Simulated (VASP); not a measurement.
Level of theory: PBEsol GGA, VASP's PBE PAW potentials (set 64) (plane waves; VASP).

A VASP calculation is set up with these files.

INCAR:
```
ISMEAR = 0
ENCUT = 400   ! plane-wave cut-off (eV)
LCHARG = F
SIGMA = 0.05   ! width (eV)
LASPH = T   ! aspherical one-centre terms
ICHARG = 11
LWAVE = F
GGA = PS   ! PBEsol
LORBIT = 11
LREAL = F
EDIFF = 1E-7
NELM = 100
LMAXMIX = 4   ! l cut-off of mixed one-centre charges
SYSTEM = Zn4STe3
PREC = Accurate
ALGO = Normal   ! blocked Davidson
```

File KPOINTS:
```
k-points along high-symmetry lines
8
Line-mode
Reciprocal
  0.000000   0.000000   0.000000 ! GAMMA
 -0.500000  -0.500000   0.000000 ! Y

 -0.500000  -0.500000   0.000000 ! Y
 -0.625000  -0.375000   0.000000 ! C_0

 -0.375000   0.375000   0.000000 ! SIGMA_0
  0.000000   0.000000   0.000000 ! GAMMA

  0.000000   0.000000   0.000000 ! GAMMA
  0.500000   0.500000   0.500000 ! Z

  0.500000   0.500000   0.500000 ! Z
  0.125000   0.875000   0.500000 ! A_0

 -0.125000   0.125000   0.500000 ! E_0
  0.000000   0.000000   0.500000 ! T

  0.000000   0.000000   0.500000 ! T
 -0.500000  -0.500000   0.000000 ! Y

  0.000000   0.000000   0.000000 ! GAMMA
 -0.500000   0.000000   0.000000 ! S

 -0.500000   0.000000   0.000000 ! S
  0.000000   0.500000   0.500000 ! R

  0.000000   0.500000   0.500000 ! R
  0.500000   0.500000   0.500000 ! Z

  0.500000   0.500000   0.500000 ! Z
  0.000000   0.000000   0.500000 ! T
```

### POSCAR
```
Zn4STe3
1.0
  0.0003455139   5.9012960321   5.8804570011
  5.9012960321   0.0003455139   5.8804570011
  2.9508207729   2.9508207729   0.0000000000
Zn Te S
4 3 1
Cart
  5.9016415457   5.9016415457  11.7515526275
  3.0620717736   5.7903905448   8.7272248852
  5.7903905448   3.0620717736   8.7272248852
  5.9016415459   5.9016415459   6.0680364770
  1.4754103868   1.4754103868   1.4899070688
  4.4124799770   1.4891615690   4.4064166231
  1.4891615690   4.4124799770   4.4064166231
  4.4262311598   4.4262311598   7.3473338199
```

POTCAR, in this order: Zn Te S (PBE.64 set). Program: vasp_std. Read from the step before: CHGCAR.

What VASP printed:

OSZICAR:
```
       N       E                     dE             d eps       ncg     rms          rms(c)
DAV:   1     0.457068735975E+03    0.45707E+03   -0.28144E+04  7568   0.154E+03
DAV:   2     0.272102694319E+02   -0.42986E+03   -0.41988E+03  7714   0.363E+02
DAV:   3    -0.218855652496E+02   -0.49096E+02   -0.48141E+02  8642   0.122E+02
DAV:   4    -0.236502813470E+02   -0.17647E+01   -0.17583E+01  8586   0.217E+01
DAV:   5    -0.236871627980E+02   -0.36881E-01   -0.36869E-01  9525   0.290E+00
DAV:   6    -0.236877327723E+02   -0.56997E-03   -0.56994E-03  8698   0.374E-01
DAV:   7    -0.236877534530E+02   -0.20681E-04   -0.20680E-04  9603   0.654E-02
DAV:   8    -0.236877543181E+02   -0.86515E-06   -0.86527E-06  8556   0.127E-02
DAV:   9    -0.236877543612E+02   -0.43078E-07   -0.43055E-07  7617   0.273E-03
   1 F= -.23687754E+02 E0= -.23687754E+02  d E =-.951822E-12
```

File OUTCAR:
```
 val. band max:        3.3692230308   @ k =   0.0000   0.0000   0.0000

 cond. band min:       3.8360768092   @ k =   0.0000   0.0000   0.0000



 k-point     1 :       0.0000    0.0000    0.0000
  band No.  band energies     occupation
      1      -9.9260      2.00000
      2      -8.4675      2.00000
      3      -7.7939      2.00000
      4      -7.4938      2.00000
      5      -3.9043      2.00000
      6      -3.8875      2.00000
      7      -3.8504      2.00000
      8      -3.7594      2.00000
      9      -3.7105      2.00000
     10      -3.6993      2.00000
     11      -3.6782      2.00000
     12      -3.6456      2.00000
     13      -3.6300      2.00000
     14      -3.5855      2.00000
     15      -3.5742      2.00000
     16      -3.5667      2.00000
     17      -3.4822      2.00000
     18      -3.4797      2.00000
     19      -3.4733      2.00000
     20      -3.4150      2.00000
     21      -3.3754      2.00000
     22      -3.3523      2.00000
     23      -3.3204      2.00000
     24      -3.2332      2.00000
     25      -2.3957      2.00000
     26      -2.2199      2.00000
     27      -1.9070      2.00000
     28       0.4398      2.00000
     29       0.6594      2.00000
     30       1.8027      2.00000
     31       1.8406      2.00000
     32       2.1646      2.00000
     33       2.5885      2.00000
     34       3.2254      2.00000
     35       3.3153      2.00000
     36       3.3692      2.00000
     37       3.8361      0.00000
     38       5.3887      0.00000
     39       5.4511      0.00000
     40       5.5907      0.00000
     41       5.6211      0.00000
     42       7.8760      0.00000
     43       7.8958      0.00000

 k-point     2 :      -0.0714   -0.0714    0.0000
  band No.  band energies     occupation
      1      -9.9228      2.00000
      2      -8.4616      2.00000
      3      -7.7958      2.00000
      4      -7.5118      2.00000
      5      -3.9033      2.00000
      6      -3.8877      2.00000
...
```

The density is held fixed in this step, so its total energy and stress have no physical meaning. Unless said otherwise, spin-orbit coupling is left out, though it shifts the bands of the heavy elements here.

The structure was generated: Zn4STe3 was put into an ordered model structure (Amm2), which need not be its known phase. It was relaxed first.
